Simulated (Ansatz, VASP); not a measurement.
# Cr (Chromium) in two plane-wave programs

Wanted: the spread between two codes on one cell, functional and k mesh. The cell comes out of the VASP series on this material, whose earlier steps may have relaxed, scaled or displaced it; both programs get it as it stands.

Program: Ansatz 0.2.0. Level of theory: plane waves, with VASP 6.6.1 beside it; relaxation of cell and atoms at PBEsol and relaxation of cell and atoms at LDA. Results are calculated unless marked as measured.

## (1) Starting point

Symmetry: Im-3m, No. 229, cubic system. Conventional cell: a = 2.813 Å, b = 2.813 Å, c = 2.813 Å, α = 90.00°, β = 90.00°, γ = 90.00°. Nearest to Cr lie 8 Cr at 2.44 Å.

## (2) Ansatz: relaxation of cell and atoms, PBEsol

Ansatz runs on its default PAW (the set named soft_2) files.

The relaxed volume is the usual yardstick between codes: its relative difference is about their pressure difference at one cell divided by the bulk modulus.

File input.yaml:

```yaml
crystal:
  lattice:
    - [-1.4063036626, 1.4063036626, 1.4063036626]
    - [1.4063036626, -1.4063036626, 1.4063036626]
    - [1.4063036626, 1.4063036626, -1.4063036626]
  atoms:
    - { symbol: Cr, position: [0.0, 0.0, 0.0], spin: 3.0 }
hamiltonian:
  xc: pbesol
  pseudopotentials: { kind: paw }
magnetization:
  spin_polarized: true
kpoints:
  mp_grid: { grid: [24, 24, 24] }
scf:
  occupations: { method: methfessel_paxton, width: 0.15 }
relax:
  f_tol: 0.01
  max_steps: 60
  cell: { stress_tol: 0.05 }
output:
  forces: true
  stress: true
```

Launch:

```console
ansatz run input.yaml --threads 4 --pin off --max-ram 9216MiB --backend cpu --events-out ev --progress --plain --runs-dir out
```

Numbers of over 12 decimals in the logs are rounded to 6 here.

Log:

```text
Engine: ansatz 0.2.0, aarch64-unknown-linux-gnu
Pseudopotentials: kind: paw
Pseudopotential: Cr, paw, valence charge 14, recommended cutoff 420 eV (normal), Cr.paw.azcp
Functional definition: PBEsol
  exchange = pbesol_x
  correlation = pbesol_c
Crystal: 1 atoms, lattice volume = 11.125 Å³
Basis set: ecut = 420 eV, 225 PW (Γ), exchange–correlation on 36×36×36 points (8 copies of the dense FFT grid, shifted against one another)
Bands: 13, of which v1, the nominal top of the filled ones, is band 7 counted from 1 (6 counted from 0)
Symmetry: 48 space group operations
Space group: Im-3m (ITA 229), of the structure as read, at distance tolerance 2.2e-5 Å
Magnetic group: BNS 229.140 (UNI 1642), of the structure as read, at distance tolerance 2.2e-5 Å
k-points: 413 of 13824
Non-local potential: Cr, projectors of the file, l = 0: 3, l = 1: 2, l = 2: 3, l = 3: 1
PAW form: soft (Blöchl's): semilocal exchange-correlation on the pseudo side does not see the compensation charge
PAW frozen core: Cr, regenerated for the run's functional, and the local potential with it (the file was generated under x = pbe(κ = 0.804, μ = 0.219515), c = pbe(β = 0.066725))
PAW one-centre angular grid: Cr, 590 points (default); XC on 64 Gauss nodes
Initial density: superposition of atomic densities (chi_scale 0.1, normalization cell)
Starting moments: Σ|m| = 3 μB on 1 of 1 site
Initial wavefunctions: pseudopotential atomic-orbital guess
Functional: x = pbesol(κ = 0.804, μ = 0.123457), c = pbesol(β = 0.046)
SCF iter   1: F=—  HF=-3349.357349 eV  |F-HF|=—  |Δ(HF+E_count)|=         —  Δρ=2.23e-1 (↑2.23e-1 ↓7.32e-2)  dr2=4.80e0  dr2_m=1.46e0  M=1.488 μB ∫|m|=1.488 μB  β_m=0.30  ethr=3.10e-3  ⟨swp⟩=4.0  Hψ=51078  notcnv=0
Mixer restart at iter 1: flushing history
preconditioner: auto → none  [metal: Δε(μ)=0.000 eV  Ē_g=12.910 eV  σ=0.150 eV  W_gap=0.00  n_scr=0 (ndim 8)  ℏωp=27.3 eV  f_vac=0.000  D(μ)=1.62/eV (n_scr^D=18)]
SCF iter   2: F=—  HF=-3347.890006 eV  |F-HF|=—  |Δ(HF+E_count)|=    1.47e0  Δρ=8.86e-2 (↑8.86e-2 ↓6.26e-2)  dr2=2.36e-1  dr2_m=5.31e-1  M=1.537 μB ∫|m|=1.537 μB  β_m=0.37  ethr=3.10e-3  ⟨swp⟩=2.1  Hψ=27092  notcnv=0  defer=942
SCF iter   3: F=—  HF=-3350.012488 eV  |F-HF|=—  |Δ(HF+E_count)|=         —  Δρ=1.97e-1 (↑1.97e-1 ↓1.70e-1)  dr2=1.50e-1  dr2_m=3.40e0  M=0.053 μB ∫|m|=0.073 μB  β_m=1.00  ethr=1.68e-3  ⟨swp⟩=2.0  Hψ=16397  notcnv=0  defer=912
Mixer restart at iter 3: flushing history
SCF iter   4: F=—  HF=-3349.327395 eV  |F-HF|=—  |Δ(HF+E_count)|=   6.85e-1  Δρ=3.65e-2 (↑3.65e-2 ↓3.30e-2)  dr2=3.88e-1  dr2_m=9.20e-4  M=0.017 μB ∫|m|=0.018 μB  β_m=0.37  ethr=3.57e-4  ⟨swp⟩=2.0  Hψ=21049  notcnv=0  defer=942
SCF iter   5: F=—  HF=-3349.199322 eV  |F-HF|=—  |Δ(HF+E_count)|=   1.28e-1  Δρ=4.28e-3 (↑3.91e-3 ↓4.28e-3)  dr2=2.69e-3  dr2_m=4.12e-4  M=0.009 μB ∫|m|=0.011 μB  β_m=0.35  ethr=3.57e-4  ⟨swp⟩=2.0  Hψ=24657  notcnv=0  defer=825
SCF iter   6: F=—  HF=-3349.197803 eV  |F-HF|=—  |Δ(HF+E_count)|=   1.52e-3  Δρ=2.21e-3 (↑2.21e-3 ↓1.19e-3)  dr2=2.99e-4  dr2_m=2.29e-4  M=0.007 μB ∫|m|=0.008 μB  β_m=0.68  ethr=1.92e-5  ⟨swp⟩=2.6  Hψ=17798  notcnv=0  defer=819
SCF iter   7: F=—  HF=-3349.198434 eV  |F-HF|=—  |Δ(HF+E_count)|=   6.32e-4  Δρ=2.75e-4 (↑2.75e-4 ↓2.12e-4)  dr2=1.31e-6  dr2_m=5.77e-6  M=0.001 μB ∫|m|=0.001 μB  β_m=0.84  ethr=2.14e-6  ⟨swp⟩=1.6  Hψ=12490  notcnv=0  defer=819
SCF iter   8: F=—  HF=-3349.194959 eV  |F-HF|=—  |Δ(HF+E_count)|=         —  Δρ=1.61e-4 (↑1.30e-4 ↓1.61e-4)  dr2=6.46e-6  dr2_m=1.34e-7  M=0.000 μB ∫|m|=0.000 μB  β_m=0.84  ethr=9.39e-9  ⟨swp⟩=2.0  Hψ=16508  notcnv=0  defer=819
Mixer restart at iter 8: flushing history
iteration 8: the input's own smearing fills from here on; a Gaussian of 0.15 eV has filled iterations ahead of it
SCF iter   9: F=—  HF=-3349.194962 eV  |F-HF|=—  |Δ(HF+E_count)|=   2.90e-6  S|Δr|=    0.00e0  Δρ=2.24e-4 (↑2.24e-4 ↓2.01e-4)  dr2=1.41e-5  dr2_m=2.12e-8  M=0.000 μB ∫|m|=0.000 μB  β_m=0.44  ethr=9.39e-9  ⟨swp⟩=2.0  Hψ=15834  notcnv=0  defer=819
SCF iter  10: F=—  HF=-3349.194958 eV  |F-HF|=—  |Δ(HF+E_count)|=   4.19e-6  S|Δr|=    0.00e0  Δρ=6.83e-5 (↑6.83e-5 ↓4.54e-5)  dr2=9.15e-7  dr2_m=2.24e-8  M=0.000 μB ∫|m|=0.000 μB  β_m=0.80  ethr=9.39e-9  ⟨swp⟩=2.0  Hψ=15760  notcnv=0  defer=819
SCF iter  11: F=—  HF=-3349.194958 eV  |F-HF|=—  |Δ(HF+E_count)|=   2.68e-7  S|Δr|=    0.00e0  Δρ=5.77e-6 (↑5.77e-6 ↓2.14e-6)  dr2=1.34e-9  dr2_m=1.50e-9  M=-0.000 μB ∫|m|=0.000 μB  β_m=0.90  ethr=7.14e-10  ⟨swp⟩=2.0  Hψ=34021  notcnv=0
SCF iter  12: F=—  HF=-3349.194958 eV  |F-HF|=—  |Δ(HF+E_count)|=   1.17e-9  S|Δr|=    0.00e0  Δρ=6.00e-7 (↑5.26e-7 ↓6.00e-7)  dr2=8.18e-13  dr2_m=3.18e-11  M=-0.000 μB ∫|m|=0.000 μB  β_m=0.95  ethr=9.56e-12  ⟨swp⟩=2.4  Hψ=20461  notcnv=0
SCF iter  13: F=-3349.194958 eV  HF=-3349.194958 eV  |F-HF|=4.55e-13  |Δ(HF+E_count)|=  9.09e-12  S|Δr|=    0.00e0  Δρ=7.95e-8 (↑7.61e-8 ↓7.95e-8)  dr2=1.01e-14  dr2_m=6.12e-13  M=-0.000 μB ∫|m|=0.000 μB  ethr=1.00e-12  ⟨swp⟩=1.7  Hψ=14792  notcnv=0
WARN: the starting moments were not kept: the SCF closed with an absolute magnetisation of 3.2e-7 μB, where they sum to 3 μB in size (1 site). That is at most 0.1 of that sum. Measured as dr2_m measures the in/out step, that magnetisation stands 4.8e-14 eV from none, at or under the dr2_threshold of 1.0e-7 eV: it is no larger than a step whose dr2_m would equal this threshold. The system may hold no moment; this SCF  [...]
SCF 1 converged in 13 iterations: F = -3349.194958 eV  dr2 = 1.01e-14
  greatest PAW one-centre occupation: 1.000 electrons in one spin orbital (limit 2), on the Cr atom at site 0 (counted from 0), in its partial waves of l = 0
relax step   1: F+E_penalty+E_count = -3349.19495792 eV  Δ(F+E_penalty+E_count) = +0.000e0 eV  max|allowed force component| = 0.000e0 eV/Å  Δτ_max = 0.0000 Å  P = +0.539 GPa  Ω = 11.125 Å³  (13 SCF iters, dr2 threshold 1.00e-7 eV, accepted)
[...]
relax step   2: F+E_penalty+E_count = -3349.19498146 eV  Δ(F+E_penalty+E_count) = -2.354e-5 eV  max|allowed force component| = 0.000e0 eV/Å  Δτ_max = 0.0000 Å  P = +0.120 GPa  Ω = 11.141 Å³  energy of the carried Pulay correction = -1.009e-5 eV  (6 SCF iters, dr2 threshold 1.00e-7 eV, accepted)
[...]
relax step   3: F+E_penalty+E_count = -3349.19498033 eV  Δ(F+E_penalty+E_count) = +1.128e-6 eV  max|allowed force component| = 0.000e0 eV/Å  Δτ_max = 0.0000 Å  P = +0.000 GPa  Ω = 11.146 Å³  energy of the carried Pulay correction = -1.299e-5 eV  (6 SCF iters, dr2 threshold 3.60e-8 eV, accepted)
[...]
relax step   4: F+E_penalty+E_count = -3349.19499289 eV  Δ(F+E_penalty+E_count) = -1.256e-5 eV  max|allowed force component| = 0.000e0 eV/Å  Δτ_max = 0.0000 Å  P = +0.002 GPa  Ω = 11.146 Å³  stress off target by 2.40e-3 GPa  SCF on the basis re-selected at this cell (its energy is not comparable with the rows above)  (4 SCF iters)
basis re-selected at this cell: Δ(F+E_penalty+E_count) = -1.256e-5 eV, ΔP = +0.002 GPa vs the last step (what re-selecting the basis moved, of the pressure what is left beyond the Pulay correction that the steps carried, after the strain that the cell walked since its last selection, with what the two solves' SCF thresholds leave and, on support functions, any second-order correction that the steps lacked; it is no measure of the basis error at this ecutwfc). This SCF's stress stands 2.40e-3 GPa from its target on what of the cell is left free (relax.cell.stress_tol is 5.00e-2 GPa) and its largest allowed force component is 0.00e0 eV/Å (relax.f_tol is 1.00e-2 eV/Å): [rest of the remark cut]
SCF converged after 4 iterations
Stability not checked: this state was not tested for a lower state beside it, because cold or Methfessel-Paxton smearing, or corrected tetrahedra, fill the levels in a way that the test cannot read (fill_not_monotonic; see scf.lower_state_search)
Magnetization: -0.0000 μB (7.0000 up, 7.0000 down)
Absolute magnetization: 0.0000 μB (∫|ρ↑−ρ↓|, with the PAW one-centre terms)
Spin contamination: 0.0000 ħ² per cell (⟨S²⟩ above its minimum at these occupations)
Per-site moments (μB) at R_I (Å): [(-3.127784562621369e-8, 1.005397)]
Free energy (F): -3349.194993 eV
Harris-Foulkes:  -3349.194993 eV  (|F-HF|=4.55e-13)
Internal energy: -3349.195425 eV  (E = F + TS)
E sigma→0 (E₀):  -3349.195101 eV
Entropy (-TS):   0.000432 eV (0.432 meV/atom)
Fermi energy:    20.152675 eV
--- Per-component energies (eV) ---
  E_band       = -134.392732
  E_kinetic    = 344.452325
  E_local      = -1143.676537  (includes V_loc(G=0)·N_el)
  E_nonlocal   = 80.072451
  E_hartree    = 501.268679
  E_xc         = -139.658986
  E_vxc        = -178.979913  (∫ρ·V_xc dr)
  E_paw        = -1167.057617  (= ΣΔE_a)
  E_vpaw       = -238.798793  (= ΣTr[D̂ρ^β])
  E_aug_tail   = 0.000368  (compensation charges beyond the density's cutoff)
  E_ewald      = -1824.756108
  E_core_change = 0.160000  (= ΣΔE_core)
  E_smearing   = 0.000432  (= −TS)
  E_closure    = 0.000000  (closes the sum)
  Σ components = -3349.194993   (vs F -3349.194993, Δ=0.00e0)
--- Forces (eV/Å), atoms counted from 1 ---
  atom   1  Cr     0.00000000    -0.00000000    -0.00000000
  max |Σ_I F_I| component: 1.85e-32 eV/Å
--- Stress (GPa, compression-positive) ---
        0.002400       0.000000       0.000000
        0.000000       0.002400       0.000000
        0.000000       0.000000       0.002400
  P = ⅓ Tr σ = 0.0024 GPa (0.024 kbar)
--- Relaxed structure (3 steps of the walk, 3 accepted, 1 SCFs on fresh bases) ---
  F+E_penalty+E_count = -3349.19499289 eV   max|allowed force component| = 0.000e0 eV/Å   (the final SCF, on the basis selected at the relaxed cell)
  cell:  # Å, volume = 11.1460 Å³
    - [-1.407191, 1.407191, 1.407191]
    - [1.407191, -1.407191, 1.407191]
    - [1.407191, 1.407191, -1.407191]
  atoms:
    - { symbol: Cr, position: [0.0, 0.0, 0.0] }
```

Run time: 9.2 s. Hardware: 4 threads of Arm Neoverse V1, shared host; peak memory 0.41 GiB.

## (3) VASP: relaxation of cell and atoms, PBEsol

The same cell, functional, mesh and smearing now go to VASP, with its own data sets and cutoff.

Lines of VASP's logs that name or quote its potential files are left out, and so is its time.

File INCAR:

```
SYSTEM = Cr
PREC = Accurate
ENCUT = 520
EDIFF = 1E-07
NELM = 100
ISMEAR = 1
SIGMA = 0.15
LREAL = .FALSE.
ALGO = Normal
GGA = PS
NBANDS = 14
ISPIN = 2
MAGMOM = 3
LASPH = .TRUE.
LMAXMIX = 4
LORBIT = 11
LWAVE = .FALSE.
LCHARG = .FALSE.
KPAR = 4
IBRION = 2
NSW = 50
ISIF = 3
EDIFFG = -0.005
```

File POSCAR:

```
Cr
1.0
   -1.4063036626      1.4063036626      1.4063036626
    1.4063036626     -1.4063036626      1.4063036626
    1.4063036626      1.4063036626     -1.4063036626
Cr
1
Direct
    0.0000000000      0.0000000000      0.0000000000
```

File KPOINTS:

```
Automatic mesh
0
Gamma
24 24 24
0 0 0
```

Potentials, in the order of the species: Cr_pv (PBE family, release 64).

Launch:

```console
mpirun -np 4 vasp_std
```

Log:

```text
[banner, memory and clock lines left out]
running    4 mpi-ranks, on    1 nodes
 distrk:  each k-point on    1 cores,    4 groups
 distr:  one band on    1 cores,    1 groups

 POSCAR found type information on POSCAR Cr
 POSCAR found :  1 types and       1 ions
|                                                                             |
|               ----> ADVICE to this user running VASP <----                  |
|                                                                             |
|     You enforced a specific xc type in the INCAR file but a different       |
|     [... a line on the potential file left out ...]
|     I HOPE YOU KNOW WHAT YOU ARE DOING!                                     |
|                                                                             |

 LDA part: xc-table for (Slater+PW92), standard interpolation
 POSCAR, INCAR and KPOINTS ok, starting setup
 FFT: planning ... GRIDC
 FFT: planning ... GRID_SOFT
 FFT: planning ... GRID
 WAVECAR not read
 entering main loop
       N       E                     dE             d eps       ncg     rms          rms(c)
DAV:   1     0.811540239858E+02    0.81154E+02   -0.64847E+03 23570   0.990E+02
DAV:   2    -0.923036174503E+01   -0.90384E+02   -0.86475E+02 24310   0.272E+02
DAV:   3    -0.105340736200E+02   -0.13037E+01   -0.12996E+01 25636   0.373E+01
DAV:   4    -0.105393630394E+02   -0.52894E-02   -0.52893E-02 25384   0.236E+00
DAV:   5    -0.105394101322E+02   -0.47093E-04   -0.47091E-04 25564   0.202E-01    0.199E+01
DAV:   6    -0.102107412385E+02    0.32867E+00   -0.28191E+00 23572   0.300E+01    0.431E+00
DAV:   7    -0.102461125261E+02   -0.35371E-01   -0.14654E-01 23704   0.339E+00    0.252E+00
DAV:   8    -0.102491076523E+02   -0.29951E-02   -0.77477E-03 24028   0.995E-01    0.924E-01
DAV:   9    -0.102431748197E+02    0.59328E-02   -0.21553E-03 24694   0.533E-01    0.262E-01
DAV:  10    -0.102434283345E+02   -0.25351E-03   -0.54391E-04 23758   0.195E-01    0.514E-02
DAV:  11    -0.102434407988E+02   -0.12464E-04   -0.10398E-05 24904   0.351E-02    0.169E-02
DAV:  12    -0.102434421665E+02   -0.13677E-05   -0.93436E-07 23848   0.802E-03    0.537E-03
DAV:  13    -0.102434409795E+02    0.11870E-05   -0.23120E-07 22054   0.483E-03    0.141E-03
DAV:  14    -0.102434408390E+02    0.14046E-06   -0.23318E-08 11864   0.179E-03    0.262E-04
DAV:  15    -0.102434408386E+02    0.47680E-09   -0.96744E-10 11642   0.372E-04
   1 F= -.10243441E+02 E0= -.10243579E+02  d E =-.102434E+02  mag=    -0.0000
 curvature:   0.00 expect dE= 0.000E+00 dE for cont linesearch  0.000E+00
 trial: gam= 0.00000 g(F)=  0.117E-61 g(S)=  0.710E-06 ort = 0.000E+00 (trialstep = 0.100E+01)
 search vector abs. value=  0.710E-06
 reached required accuracy - stopping structural energy minimisation
```

OUTCAR, selected parts (step 3):

```text
ion  position               nearest neighbor table
   1  0.000  0.000  0.000-

  LATTYP: Found a body centered cubic cell.
 ALAT       =     2.8126073252

 Subroutine GETGRP returns: Found 48 space group operations
 (whereof 48 operations were pure point group operations)

The static configuration has the point symmetry O_h .

 Found    413 irreducible k-points:

   k-points           NKPTS =    413   k-points in BZ     NKDIM =    413   number of bands    NBANDS=     14

   dimension x,y,z NGX =    18 NGY =   18 NGZ =   18
   dimension x,y,z NGXF=    36 NGYF=   36 NGZF=   36

   ENCUT  =  520.0 eV  38.22 Ry    6.18 a.u.   4.53  4.53  4.53*2*pi/ulx,y,z

   NELECT =      12.0000    total number of electrons

 k-points in reciprocal lattice and weights: Automatic mesh
   0.00000000  0.00000000  0.00000000       0.000
   0.04166667  0.00000000  0.00000000       0.001
   0.08333333  0.00000000  0.00000000       0.001
   0.12500000  0.00000000  0.00000000       0.001
   0.16666667  0.00000000  0.00000000       0.001
   0.20833333  0.00000000  0.00000000       0.001
   0.25000000  0.00000000  0.00000000       0.001
   0.29166667  0.00000000  0.00000000       0.001
   0.33333333  0.00000000  0.00000000       0.001
[...]
0.50000000  0.50000000  0.45833333       0.001
   0.50000000  0.50000000  0.50000000       0.000

 average (electrostatic) potential at core
       1 -65.1621

 E-fermi :  11.4021

 spin component 1
 k-point     1 :       0.0000    0.0000    0.0000
  band No.  band energies     occupation
    ...
      3     -31.1656      1.00000
      4       3.3507      1.00000
      5      10.4047      1.00000
      6      10.4047      1.00000
      7      10.4047      1.00000
      8      12.5331     -0.00000
      9      12.5331     -0.00000
     10      18.4688      0.00000
     11      33.9490      0.00000
     12      33.9490      0.00000
    ...

 k-point     2 :       0.0417    0.0000    0.0000
  band No.  band energies     occupation
    ...
      3     -31.1657      1.00000
      4       3.4302      1.00000
      5      10.3730      1.00000
      6      10.4000      1.00000
      7      10.4596      1.00000
      8      12.4962     -0.00000
      9      12.5352     -0.00000
     10      18.4687      0.00000
     11      33.7830      0.00000
     12      33.9348      0.00000
    ...

 k-point     3 :       0.0833    0.0000    0.0000
  band No.  band energies     occupation
    ...
      3     -31.1661      1.00000
      4       3.6648      1.00000
      5      10.2808      1.00000
      6      10.3804      1.00000
      7      10.6222      1.00000
      8      12.3997     -0.00000
      9      12.5421     -0.00000
     10      18.4688      0.00000
     11      33.2949      0.00000
     12      33.8571      0.00000
    ...

 k-point     4 :       0.1250    0.0000    0.0000
  band No.  band energies     occupation
    ...
      3     -31.1667      1.00000
      4       4.0421      1.00000
      5      10.1370      1.00000
      6      10.3322      1.00000
      7      10.8865      1.00001
      8      12.2820     -0.00000
      9      12.5556     -0.00000
     10      18.4687      0.00000
     11      32.5039      0.00000
     12      33.6265      0.00000
    ...

 k-point     5 :       0.1667    0.0000    0.0000
  band No.  band energies     occupation
    ...
      3     -31.1675      1.00000
      4       4.5387      1.00000
      5       9.9544      1.00000
      6      10.2455      1.00000
      7      11.2422      1.03071
      8      12.1914     -0.00000
      9      12.5774     -0.00000
     10      18.4687      0.00000
     11      31.4345      0.00000
     12      33.1667      0.00000
    ...

 k-point     6 :       0.2083    0.0000    0.0000
  band No.  band energies     occupation
    ...
      2     -31.2879      1.00000
      3     -31.1685      1.00000
      4       5.1156      1.00000
      5       9.7483      1.00000
      6      10.1382      1.00000
      7      11.6740     -0.01394
      8      12.1617     -0.00000
      9      12.6092     -0.00000
     10      18.4686      0.00000
     11      30.1324      0.00000
    ...

  Total       -0.0022149     -0.0022149     -0.0022149      0.0000000      0.0000000      0.0000000
  in kB       -0.3189814     -0.3189814     -0.3189814      0.0000000      0.0000000      0.0000000
  external PRESSURE =      -0.3189814 kB  Pullay stress =       0.0000000 kB

  energy-cutoff  :      520.00
  volume of cell :       11.12
      direct lattice vectors                 reciprocal lattice vectors
    -1.406303663  1.406303663  1.406303663     0.000000000  0.355541988  0.355541988
     1.406303663 -1.406303663  1.406303663     0.355541988  0.000000000  0.355541988
     1.406303663  1.406303663 -1.406303663     0.355541988  0.355541988  0.000000000

 POSITION                                       TOTAL-FORCE (eV/Angst)
 -----------------------------------------------------------------------------------
      0.00000      0.00000      0.00000        -0.000000      0.000000      0.000000
 -----------------------------------------------------------------------------------
    total drift:                                0.000000      0.000000      0.000000

  FREE ENERGIE OF THE ION-ELECTRON SYSTEM (eV)
  ---------------------------------------------------
  free  energy   TOTEN  =       -10.2434408386 eV

  energy  without entropy=      -10.2438541874  energy(sigma->0) =      -10.24357862

 reached required accuracy - stopping structural energy minimisation

 total charge
# of ion       s       p       d       tot
------------------------------------------
    1        0.444   6.435   4.259  11.139

 magnetization (x)
# of ion       s       p       d       tot
------------------------------------------
    1        0.000   0.000   0.000   0.000

[... 2 further parts left out ...]
```

CONTCAR:

```
Cr
   1.00000000000000
    -1.4063036626000001    1.4063036626000001    1.4063036626000001
     1.4063036626000001   -1.4063036626000001    1.4063036626000001
     1.4063036626000001    1.4063036626000001   -1.4063036626000001
  Cr
     1
Direct
     0.0000000000000000    0.0000000000000000    0.0000000000000000
```

## (4) Differences

Known differences besides the PAW data sets themselves: both relaxations stop at a tolerance, which leaves soft axes loose, and VASP keeps its plane-wave basis; the data sets hold 14 valence electrons in Ansatz (default PAW (the set named soft_2) files) and 12 in VASP; the cutoff is 420 eV in Ansatz and 520 eV in VASP; Ansatz makes its cores anew for this functional, VASP keeps those of its PBE data sets; Ansatz adds a Pulay correction to the stress that steers its cell, VASP none. Total energies have different zeros and are not compared.

Compared:

| quantity | Ansatz | VASP | difference |
| --- | --- | --- | --- |
| volume (Å³) | 11.15 | 11.12 | +0.19 % |
| edge a after relaxation, in the typed setting (Å) | 2.437 | 2.436 | +0.06 % |

The walks stopped with 0.00 GPa left in Ansatz and -0.03 GPa in VASP; each walk ends within a tolerance, so the volume difference is uncertain by about these residues over the bulk modulus, most in soft cells.

(Continued in part 2 of 2.)

[Lines on the potential files, build, host, timing and source positions are cut from VASP's logs without a mark.]

[Logs are printed without paths, hosts, clocks, repeated set-up lines and the standing remarks that a program may print on its own settings, such as how far it seeks lower states.]

[Hosts, paths, dates, database ids (printed as entryN), source tags and the programs' standing remarks are cut or masked in the printed files.]
